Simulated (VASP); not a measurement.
Computed with r2SCAN meta-GGA, VASP's PBE PAW potentials (set 64) (plane waves; VASP).

VASP ran on this input.

POSCAR:
```
LaP
1
    3.6473872127     0.0000000000     0.0000000000
    0.0000000000     3.6473872127     0.0000000000
    0.0000000000     0.0000000000     3.6473872127
La P
1 1
Direct
  0.0000000000   0.0000000000   0.0000000000
  0.5000000000   0.5000000000   0.5000000000
```

File KPOINTS:
```
Automatic mesh
0
Gamma
10 10 10
0 0 0
```

**INCAR**
```
SYSTEM=LaP
PREC=Accurate; ENCUT=480; LREAL=.FALSE.
LASPH=.TRUE.
EDIFF=1E-7; NELM=100; ALGO=Normal
LMAXMIX=6; LMIXTAU=.TRUE.
ISMEAR=1; SIGMA=0.1
METAGGA=R2SCAN
IBRION=2; NSW=40; ISIF=3
EDIFFG=-0.01; PSTRESS=50
LWAVE=.FALSE.; LCHARG=.FALSE.
```

POTCAR, in this order: La P (PBE.64 set). Program: vasp_std.

The run wrote:

OUTCAR:
```
 ion  position               nearest neighbor table
   1  0.000  0.000  0.000-   2 3.16   2 3.16   2 3.16   2 3.16   2 3.16   2 3.16   2 3.16   2 3.16
  LATTYP: Found a simple cubic cell.
 ALAT       =     3.6473872127
 Subroutine PRICEL returns:
 Original cell was already a primitive cell.
 Subroutine GETGRP returns: Found 48 space group operations
The static configuration has the point symmetry O_h .
The dynamic configuration has the point symmetry O_h .
 Subroutine INISYM returns: Found 48 space group operations
 Subroutine IBZKPT returns following result:
 Found     56 irreducible k-points:

 Following reciprocal coordinates:
            Coordinates               Weight
  0.000000  0.000000  0.000000      1.000000
  0.100000  0.000000  0.000000      6.000000
  0.200000  0.000000  0.000000      6.000000
  0.300000  0.000000  0.000000      6.000000
  0.400000  0.000000  0.000000      6.000000
  0.500000  0.000000  0.000000      3.000000
  0.100000  0.100000  0.000000     12.000000
  0.200000  0.100000  0.000000     24.000000
  0.300000  0.100000  0.000000     24.000000
  0.400000  0.100000  0.000000     24.000000
...
```

### OSZICAR
```
...
DAV:  12    -0.414924057178E+02    0.63565E-04   -0.37828E-05  2316   0.840E-02    0.443E-03
DAV:  13    -0.414924049664E+02    0.75146E-06   -0.51770E-06  1864   0.224E-02    0.439E-03
DAV:  14    -0.414924037555E+02    0.12109E-05   -0.83296E-06  2380   0.288E-02    0.705E-03
DAV:  15    -0.414924051707E+02   -0.14152E-05   -0.43549E-06  2176   0.212E-02    0.467E-03
DAV:  16    -0.414924047190E+02    0.45168E-06   -0.14276E-06  1904   0.133E-02    0.667E-03
DAV:  17    -0.414924044040E+02    0.31507E-06   -0.56806E-07  2296   0.735E-03    0.744E-03
DAV:  18    -0.414924042282E+02    0.17573E-06   -0.66072E-08  1036   0.294E-03    0.800E-03
DAV:  19    -0.414924038270E+02    0.40120E-06   -0.40879E-07  1936   0.614E-03    0.906E-03
DAV:  20    -0.414924040278E+02   -0.20080E-06   -0.27694E-08   956   0.248E-03    0.855E-03
DAV:  21    -0.414924035633E+02    0.46455E-06   -0.85629E-08  1144   0.496E-03    0.976E-03
DAV:  22    -0.414924033551E+02    0.20818E-06   -0.53827E-08   956   0.476E-03    0.102E-02
DAV:  23    -0.414924032438E+02    0.11131E-06   -0.51368E-08   928   0.456E-03    0.105E-02
DAV:  24    -0.414924030090E+02    0.23475E-06   -0.12110E-07  1092   0.629E-03    0.110E-02
DAV:  25    -0.414924027118E+02    0.29721E-06   -0.21060E-07  1180   0.564E-03    0.112E-02
DAV:  26    -0.414924022578E+02    0.45405E-06   -0.29083E-07  1272   0.451E-03    0.115E-02
DAV:  27    -0.414924026257E+02   -0.36793E-06   -0.24004E-08   792   0.192E-03    0.109E-02
DAV:  28    -0.414924033026E+02   -0.67688E-06   -0.26609E-07  1580   0.547E-03    0.980E-03
DAV:  29    -0.414924034164E+02   -0.11379E-06   -0.17707E-08   860   0.184E-03    0.964E-03
DAV:  30    -0.414924037981E+02   -0.38175E-06   -0.88084E-08   884   0.305E-03    0.908E-03
DAV:  31    -0.414924042922E+02   -0.49407E-06   -0.97761E-08  1064   0.512E-03    0.825E-03
DAV:  32    -0.414924045424E+02   -0.25016E-06   -0.13500E-07  1004   0.523E-03    0.800E-03
DAV:  33    -0.414924066289E+02   -0.20865E-05   -0.43360E-06  2072   0.186E-02    0.483E-03
DAV:  34    -0.414924079905E+02   -0.13616E-05   -0.28963E-06  1780   0.134E-02    0.338E-03
DAV:  35    -0.414924740017E+02   -0.66011E-04   -0.82258E-05  1860   0.825E-02    0.788E-03
DAV:  36    -0.414924671800E+02    0.68217E-05   -0.14068E-04  1876   0.144E-01    0.944E-03
DAV:  37    -0.415303175880E+02   -0.37850E-01   -0.37323E-01  1756   0.644E+00    0.538E-01
DAV:  38    -0.414894450423E+02    0.40873E-01   -0.23649E-01  2228   0.642E+00    0.310E-01
DAV:  39    -0.414921480155E+02   -0.27030E-02   -0.28137E-02  2464   0.120E+00    0.100E-01
DAV:  40    -0.414923551656E+02   -0.20715E-03   -0.14128E-03  2100   0.358E-01    0.351E-02
DAV:  41    -0.414924202773E+02   -0.65112E-04   -0.32589E-04  2380   0.139E-01    0.366E-02
DAV:  42    -0.414924443056E+02   -0.24028E-04   -0.37861E-05  2100   0.486E-02    0.302E-02
DAV:  43    -0.414924584680E+02   -0.14162E-04   -0.15377E-05  2360   0.303E-02    0.234E-02
DAV:  44    -0.414924649921E+02   -0.65241E-05   -0.42675E-06  2144   0.201E-02    0.173E-02
DAV:  45    -0.414924687760E+02   -0.37838E-05   -0.22757E-06  2344   0.202E-02    0.943E-03
DAV:  46    -0.414924667060E+02    0.20699E-05   -0.12672E-05  1812   0.398E-02    0.374E-03
DAV:  47    -0.414924694694E+02   -0.27634E-05   -0.41855E-05  2024   0.588E-02    0.453E-03
DAV:  48    -0.414924698519E+02   -0.38245E-06   -0.93391E-05  1900   0.110E-01    0.750E-03
DAV:  49    -0.414924103097E+02    0.59542E-04   -0.49049E-05  2096   0.947E-02    0.397E-03
DAV:  50    -0.414924706380E+02   -0.60328E-04   -0.43825E-05  1896   0.824E-02    0.623E-03
DAV:  51    -0.414924105043E+02    0.60134E-04   -0.44988E-05  2044   0.874E-02    0.411E-03
DAV:  52    -0.414924691667E+02   -0.58662E-04   -0.28413E-05  1948   0.686E-02    0.382E-03
DAV:  53    -0.414924144728E+02    0.54694E-04   -0.69538E-05  1880   0.988E-02    0.662E-03
DAV:  54    -0.414924701380E+02   -0.55665E-04   -0.94400E-05  1936   0.121E-01    0.660E-03
DAV:  55    -0.414924168386E+02    0.53299E-04   -0.12050E-04  2004   0.136E-01    0.757E-03
DAV:  56    -0.414924699287E+02   -0.53090E-04   -0.12163E-04  1968   0.137E-01    0.743E-03
DAV:  57    -0.414924106127E+02    0.59316E-04   -0.47762E-05  2004   0.944E-02    0.412E-03
DAV:  58    -0.414976910755E+02   -0.52805E-02   -0.50050E-02  1756   0.226E+00    0.212E-01
DAV:  59    -0.414917849600E+02    0.59061E-02   -0.32150E-02  2116   0.232E+00    0.978E-02
DAV:  60    -0.414923009196E+02   -0.51596E-03   -0.41505E-03  2452   0.412E-01    0.521E-02
DAV:  61    -0.414924119894E+02   -0.11107E-03   -0.25691E-04  2048   0.125E-01    0.304E-02
DAV:  62    -0.414924523186E+02   -0.40329E-04   -0.11974E-04  2436   0.842E-02    0.218E-02
DAV:  63    -0.414924630768E+02   -0.10758E-04   -0.11857E-05  2108   0.306E-02    0.158E-02
DAV:  64    -0.414924699802E+02   -0.69034E-05   -0.92657E-06  2276   0.257E-02    0.111E-02
DAV:  65    -0.414924707603E+02   -0.78010E-06   -0.12390E-06  2224   0.170E-02    0.633E-03
DAV:  66    -0.414939808356E+02   -0.15101E-02   -0.16220E-02  1752   0.128E+00    0.120E-01
DAV:  67    -0.414921004131E+02    0.18804E-02   -0.80957E-03  2048   0.118E+00    0.511E-02
DAV:  68    -0.414923708820E+02   -0.27047E-03   -0.15571E-03  2320   0.211E-01    0.409E-02
DAV:  69    -0.414924317930E+02   -0.60911E-04   -0.13715E-04  2156   0.958E-02    0.260E-02
DAV:  70    -0.414924556683E+02   -0.23875E-04   -0.55184E-05  2252   0.549E-02    0.197E-02
DAV:  71    -0.414924653113E+02   -0.96430E-05   -0.11586E-05  2208   0.296E-02    0.147E-02
DAV:  72    -0.414924687774E+02   -0.34661E-05   -0.29952E-06  2356   0.149E-02    0.124E-02
DAV:  73    -0.414924711801E+02   -0.24027E-05   -0.14283E-06  1984   0.128E-02    0.901E-03
DAV:  74    -0.414924971095E+02   -0.25929E-04   -0.50269E-04  1752   0.236E-01    0.158E-02
DAV:  75    -0.414924626123E+02    0.34497E-04   -0.40402E-04  2132   0.254E-01    0.115E-02
DAV:  76    -0.414924700326E+02   -0.74203E-05   -0.38045E-05  2372   0.424E-02    0.643E-03
DAV:  77    -0.414924774802E+02   -0.74476E-05   -0.21046E-04  1832   0.154E-01    0.914E-03
DAV:  78    -0.414924695124E+02    0.79678E-05   -0.21761E-04  2092   0.174E-01    0.556E-03
DAV:  79    -0.414924706025E+02   -0.10901E-05   -0.16421E-05  2232   0.243E-02    0.789E-03
DAV:  80    -0.414924675471E+02    0.30553E-05   -0.12661E-05  1948   0.426E-02    0.241E-03
DAV:  81    -0.414926259292E+02   -0.15838E-03   -0.21054E-03  1756   0.461E-01    0.436E-02
DAV:  82    -0.414924187585E+02    0.20717E-03   -0.15922E-03  2156   0.514E-01    0.226E-02
DAV:  83    -0.414924656633E+02   -0.46905E-04   -0.25998E-04  2352   0.924E-02    0.141E-02
DAV:  84    -0.414924699922E+02   -0.43289E-05   -0.85903E-06  2092   0.233E-02    0.104E-02
DAV:  85    -0.414924679119E+02    0.20803E-05   -0.94163E-06  2192   0.435E-02    0.250E-03
DAV:  86    -0.414924537166E+02    0.14195E-04   -0.43211E-04  1792   0.208E-01    0.203E-02
DAV:  87    -0.414924622692E+02   -0.85526E-05   -0.48089E-04  2020   0.262E-01    0.942E-03
DAV:  88    -0.414924701074E+02   -0.78382E-05   -0.54006E-05  2436   0.492E-02    0.639E-03
DAV:  89    -0.414924674542E+02    0.26531E-05   -0.39864E-05  1872   0.703E-02    0.112E-03
DAV:  90    -0.414924677526E+02   -0.29831E-06   -0.40700E-06  2156   0.207E-02    0.130E-03
DAV:  91    -0.414944440421E+02   -0.19763E-02   -0.18823E-02  1752   0.138E+00    0.134E-01
DAV:  92    -0.414921418787E+02    0.23022E-02   -0.11086E-02  2072   0.140E+00    0.821E-02
DAV:  93    -0.414923796302E+02   -0.23775E-03   -0.21613E-03  2448   0.307E-01    0.387E-02
DAV:  94    -0.414924556847E+02   -0.76055E-04   -0.23933E-04  2064   0.129E-01    0.166E-02
DAV:  95    -0.414924688418E+02   -0.13157E-04   -0.42310E-05  2456   0.749E-02    0.315E-03
DAV:  96    -0.414925999318E+02   -0.13109E-03   -0.14600E-03  1756   0.390E-01    0.347E-02
DAV:  97    -0.414924269638E+02    0.17297E-03   -0.10290E-03  2124   0.417E-01    0.219E-02
DAV:  98    -0.414924637534E+02   -0.36790E-04   -0.17791E-04  2384   0.757E-02    0.153E-02
DAV:  99    -0.414924708717E+02   -0.71183E-05   -0.13357E-05  2268   0.307E-02    0.922E-03
DAV: 100    -0.414925218033E+02   -0.50932E-04   -0.78318E-04  1768   0.296E-01
   4 F= -.40064639E+02 E0= -.40064591E+02  d E =-.451942E-01
```

**OUTCAR**
```
------------------------ aborting loop EDIFF was not reached (unconverged)  ----------------------------
  FORCE on cell =-STRESS in cart. coord.  units (eV):
  Direction    XX          YY          ZZ          XY          YZ          ZX
  --------------------------------------------------------------------------------------
  Total        1.4266468      1.4266468      1.4266468     -0.0000000     -0.0000000      0.0000000
  in kB       49.9567111     49.9567111     49.9567111     -0.0000000     -0.0000000      0.0000000
  external PRESSURE =      -0.0432889 kB  Pullay stress =      50.0000000 kB
  volume of cell :       45.75
      direct lattice vectors                 reciprocal lattice vectors
     3.576660675  0.000000000 -0.000000000     0.279590403  0.000000000  0.000000000
     0.000000000  3.576660675 -0.000000000    -0.000000000  0.279590403 -0.000000000
    -0.000000000  0.000000000  3.576660675     0.000000000  0.000000000  0.279590403
 POSITION                                       TOTAL-FORCE (eV/Angst)
 -----------------------------------------------------------------------------------
      0.00000      0.00000      0.00000         0.000000     -0.000000      0.000000
      1.78833      1.78833      1.78833        -0.000000      0.000000      0.000000
 -----------------------------------------------------------------------------------
    total drift:                               -0.000000      0.000000     -0.000000
  FREE ENERGIE OF THE ION-ELECTRON SYSTEM (eV)
  ---------------------------------------------------
  free  energy   TOTEN  =       -41.4925218033 eV

  energy  without entropy=      -41.4923780065  energy(sigma->0) =      -41.49247387
  enthalpy is  TOTEN    =       -40.0646387444 eV   P V=        1.4278830589

 reached required accuracy - stopping structural energy minimisation
```
(Selected blocks of OUTCAR.)

**CONTCAR**
```
LaP
   1.00000000000000
     3.5766606746414911    0.0000000000000000   -0.0000000000000000
     0.0000000000000000    3.5766606746414911   -0.0000000000000000
    -0.0000000000000000    0.0000000000000000    3.5766606746414911
  La              P
     1     1
Direct
     0.0000000000000000    0.0000000000000000    0.0000000000000000
     0.5000000000000000    0.5000000000000000    0.5000000000000000
```

### stdout
```
...
DAV:  85    -0.414924679119E+02    0.20803E-05   -0.94163E-06  2192   0.435E-02    0.250E-03
DAV:  86    -0.414924537166E+02    0.14195E-04   -0.43211E-04  1792   0.208E-01    0.203E-02
DAV:  87    -0.414924622692E+02   -0.85526E-05   -0.48089E-04  2020   0.262E-01    0.942E-03
DAV:  88    -0.414924701074E+02   -0.78382E-05   -0.54006E-05  2436   0.492E-02    0.639E-03
DAV:  89    -0.414924674542E+02    0.26531E-05   -0.39864E-05  1872   0.703E-02    0.112E-03
DAV:  90    -0.414924677526E+02   -0.29831E-06   -0.40700E-06  2156   0.207E-02    0.130E-03
DAV:  91    -0.414944440421E+02   -0.19763E-02   -0.18823E-02  1752   0.138E+00    0.134E-01
DAV:  92    -0.414921418787E+02    0.23022E-02   -0.11086E-02  2072   0.140E+00    0.821E-02
DAV:  93    -0.414923796302E+02   -0.23775E-03   -0.21613E-03  2448   0.307E-01    0.387E-02
DAV:  94    -0.414924556847E+02   -0.76055E-04   -0.23933E-04  2064   0.129E-01    0.166E-02
DAV:  95    -0.414924688418E+02   -0.13157E-04   -0.42310E-05  2456   0.749E-02    0.315E-03
DAV:  96    -0.414925999318E+02   -0.13109E-03   -0.14600E-03  1756   0.390E-01    0.347E-02
DAV:  97    -0.414924269638E+02    0.17297E-03   -0.10290E-03  2124   0.417E-01    0.219E-02
DAV:  98    -0.414924637534E+02   -0.36790E-04   -0.17791E-04  2384   0.757E-02    0.153E-02
DAV:  99    -0.414924708717E+02   -0.71183E-05   -0.13357E-05  2268   0.307E-02    0.922E-03
DAV: 100    -0.414925218033E+02   -0.50932E-04   -0.78318E-04  1768   0.296E-01

 -----------------------------------------------------------------------------
|                                                                             |
|           W    W    AA    RRRRR   N    N  II  N    N   GGGG   !!!           |
|           W    W   A  A   R    R  NN   N  II  NN   N  G    G  !!!           |
|           W    W  A    A  R    R  N N  N  II  N N  N  G       !!!           |
|           W WW W  AAAAAA  RRRRR   N  N N  II  N  N N  G  GGG   !            |
|           WW  WW  A    A  R   R   N   NN  II  N   NN  G    G                |
|           W    W  A    A  R    R  N    N  II  N    N   GGGG   !!!           |
|                                                                             |
|     The electronic self-consistency was not achieved in the given           |
|     number of steps (NELM). The forces and other quantities evaluated       |
|     might not be reliable so examine the results carefully. If you find     |
|     spurious results, we suggest increasing NELM, if you were close to      |
|     convergence or switching to a different ALGO or adjusting the           |
|     density mixing parameters otherwise.                                    |
|                                                                             |
 -----------------------------------------------------------------------------

   4 F= -.40064639E+02 E0= -.40064591E+02  d E =-.451942E-01
 curvature:  -0.23 expect dE=-0.255E-07 dE for cont linesearch -0.255E-07
 trial: gam=-0.00081 g(F)=  0.241E-63 g(S)=  0.111E-06 ort = 0.137E-03 (trialstep = 0.905E+00)
 search vector abs. value=  0.100E-09
 reached required accuracy - stopping structural energy minimisation
```

The run did not converge; its last values are not results.

The run did not end as a converged relaxation. Energy and stress use the plane-wave basis of the starting cell.

The structure was generated: LaP was put into the CsCl type (Pm-3m), which need not be its known phase. This run relaxes it under an external pressure of 5 GPa. Symmetry was kept, so distortions that lower it aren't found.
